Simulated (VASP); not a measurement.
# A VASP study of TiC (AM05): structure first, properties next, part 5 of 5

Aim: relax TiC, then compute properties on the relaxed cell. The start is a cell from a database of measured crystal structures.

VASP 6.6.1; AM05; plane waves and PAW (Ti_sv, C).

Still holding for the runs below: The k-mesh is coarse for a metal.

So far. Step 21 (Volume scan with AM05 (run 14)): The pressure falls from -9.64 to -13.86 GPa. Step 21 (Volume scan with AM05 (run 14)): The run ends at a pressure of -13.86 GPa. The relaxed cell has a = 4.290 Å (conventional setting).

The database entry behind the starting cell differs from later determinations by our own check (0.1 to 0.3 % short, probably kX units), so it need not match the best structure at ambient conditions.

**23. Fit for AM05 (run 2)**

This step: Birch-Murnaghan fit, AM05; plane waves and PAW (VASP 6.6.1).

No new run; the numbers come from the runs before.

Table of energy above the fitted minimum by volume:

```csv
volume (Å³/atom),energy above the fitted minimum (eV/atom)
9.274,0.0327
9.471,0.0140
9.669,0.00341
9.866,6.5e-6
10.063,0.00312
10.261,0.0121
10.458,0.0265
```

The fitted volume lies +0.01 % from the relaxed one.

**24. Electric field gradients (AM05)**

This step: AM05; plane waves and PAW (Ti_sv, C) (VASP 6.6.1).

Field gradients probe how far the charge around each nucleus departs from cubic symmetry; LASPH keeps the non-spherical terms inside the spheres.

Input file INCAR:

```
SYSTEM = TiC
PREC = Accurate
ENCUT = 520
EDIFF = 1E-07
NELM = 100
ISMEAR = 0
SIGMA = 0.05
LREAL = .FALSE.
ALGO = Normal
GGA = AM
NBANDS = 14
LASPH = .TRUE.
LORBIT = 11
LWAVE = .FALSE.
LCHARG = .FALSE.
KPAR = 2
LEFG = .TRUE.
```

Input file POSCAR:

```
TiC
1.0
    0.0000000000      2.1447736535      2.1447736535
    2.1447736535      0.0000000000      2.1447736535
    2.1447736535      2.1447736535      0.0000000000
Ti C
1 1
Direct
    0.0000000000      0.0000000000      0.0000000000
    0.5000000000      0.5000000000      0.5000000000
```

Input file KPOINTS:

```
Automatic mesh
0
Gamma
8 8 8
0 0 0
```

Potentials, in the order of the species: Ti_sv and C (PBE family, release 64).

On the command line:

```bash
$ mpirun -np 2 vasp_std
```

The log of the run:

```text
[... set-up lines as in an earlier step ...]
 entering main loop
       N       E                     dE             d eps       ncg     rms          rms(c)
[... 13 cycles as in an earlier step ...]
DAV:  14    -0.193319643233E+02    0.29011E-08   -0.92057E-07   946   0.155E-02
ion   1
     0.0000000     0.0000000    -0.0000000    -0.0000000    -0.0000000     0.0000000
     0.0000422     0.0000000    -0.0000000    -0.0000000    -0.0000000     0.0000000
     0.0000581     0.0000000    -0.0000000    -0.0000000    -0.0000000     0.0000000
     0.0000800     0.0000000    -0.0000000    -0.0000000    -0.0000000     0.0000000
     0.0001102     0.0000000    -0.0000000    -0.0000000    -0.0000000     0.0000000

     0.0000000     0.0000000    -0.0000000     0.0000000    -0.0000000    -0.0000000
     0.0000422     0.0000000    -0.0000000     0.0000000    -0.0000000    -0.0000000
     0.0000581     0.0000000    -0.0000000     0.0000000    -0.0000000    -0.0000000
     0.0000800     0.0000000    -0.0000000     0.0000000    -0.0000000    -0.0000000
     0.0001102     0.0000000    -0.0000000     0.0000000    -0.0000000    -0.0000000

ion   2
     0.0000000    -0.0000000     0.0000000    -0.0000000    -0.0000000     0.0000000
     0.0000266    -0.0000000     0.0000000    -0.0000000    -0.0000000     0.0000000
     0.0000367    -0.0000000     0.0000000    -0.0000000    -0.0000000     0.0000000
     0.0000505    -0.0000000     0.0000000    -0.0000000    -0.0000000     0.0000000
     0.0000695    -0.0000000     0.0000000    -0.0000000    -0.0000000     0.0000000

     0.0000000    -0.0000000     0.0000000    -0.0000000    -0.0000000     0.0000000
     0.0000266    -0.0000000     0.0000000    -0.0000000    -0.0000000     0.0000000
     0.0000367    -0.0000000     0.0000000    -0.0000000    -0.0000000     0.0000000
     0.0000505    -0.0000000     0.0000000    -0.0000000    -0.0000000     0.0000000
     0.0000695    -0.0000000     0.0000000    -0.0000000    -0.0000000     0.0000000

   1 F= -.19331964E+02 E0= -.19331539E+02  d E =-.850373E-03
```

It took 9.8 s on 2 MPI ranks of Intel Xeon Platinum 8375C at 2.90GHz (Ice Lake), shared host; peak memory 0.26 GiB.

Parts of OUTCAR (step 24):

```text
   NELECT =      16.0000    total number of electrons

 E-fermi :   9.6285

  Total       -0.0062880     -0.0062880     -0.0062880      0.0000000      0.0000000     -0.0000000
  in kB       -0.5105612     -0.5105612     -0.5105612      0.0000000      0.0000000     -0.0000000
  external PRESSURE =      -0.5105612 kB  Pullay stress =       0.0000000 kB

 POSITION                                       TOTAL-FORCE (eV/Angst)
 -----------------------------------------------------------------------------------
      0.00000      0.00000      0.00000         0.000000     -0.000000     -0.000000
      2.14477      2.14477      2.14477        -0.000000      0.000000      0.000000
 -----------------------------------------------------------------------------------
    total drift:                                0.000000     -0.000000     -0.000000

  FREE ENERGIE OF THE ION-ELECTRON SYSTEM (eV)
  ---------------------------------------------------
  free  energy   TOTEN  =       -19.3319643233 eV

  energy  without entropy=      -19.3311139501  energy(sigma->0) =      -19.33153914

 Electric field gradients after diagonalization (V/A^2)
 (convention: |V_zz| > |V_xx| > |V_yy|)
----------------------------------------------------------------------
 ion       V_xx      V_yy      V_zz     asymmetry (V_yy - V_xx)/ V_zz
----------------------------------------------------------------------
   1      -0.001    -0.001     0.002       0.000
   2       0.000     0.000    -0.000       0.000
----------------------------------------------------------------------

[... 16 parts as in an earlier step ...]

[... 2 further parts left out ...]
```

This step gave:

* SCF cycles: 14
* free energy (TOTEN): -19.33 eV
* energy at zero smearing: -19.33 eV
* Fermi energy: 9.629 eV
* pressure: -0.05106 GPa

Electric field gradients, by row:

```csv
atom,Vxx (V/Å²),Vyy (V/Å²),Vzz (V/Å²),asymmetry
Ti1,-0.001,-0.001,0.002,-
C2,0,0,0,-
```

All gradients vanish within the noise.

The run ends at a pressure of -0.05 GPa.

**25. Outcome**

| Property | Result |
| --- | --- |
| relaxed volume | 9.866 Å³/atom |
| relaxed conventional cell a, b, c | 4.290, 4.290, 4.290 Å |
| space group after relaxing, within 0.02 Å | Fm-3m (No. 225) |
| band gap | none, a metal |
| DOS at the Fermi level | 0.227 states/eV/cell |
| bulk modulus from the fit | 265 GPa |
| volume from the fit | 9.87 Å³/atom |
| largest field gradient Vzz | zero within the noise on all sites |

What this shows: With AM05, TiC relaxes to 9.866 Å³/atom in space group Fm-3m (held by the symmetry of the run), comes out as a metal and has a bulk modulus of 265 GPa. Against the listed cell the volume lies -2.0 %. Band structure (AM05): Of the bands kept, 4 cross the Fermi level on this path. The k-sampling is coarse for a metal, so the Fermi level, pressures and the shape of the cell carry errors. No search among competing phases was made, and a listed structure need not be the one stable at ambient conditions. All values are for a static lattice at zero temperature.

[Lines on the potential files, build, host, timing and source positions are cut from VASP's logs without a mark.]

[Logs are printed without paths, hosts, clocks, repeated set-up lines and the standing remarks that a program may print on its own settings, such as how far it seeks lower states.]

[Hosts, paths, dates, database ids (printed as entryN), source tags and the programs' standing remarks are cut or masked in the printed files.]

[A measured line is paired with the nearest computed mode of its activity, which favours agreement.]
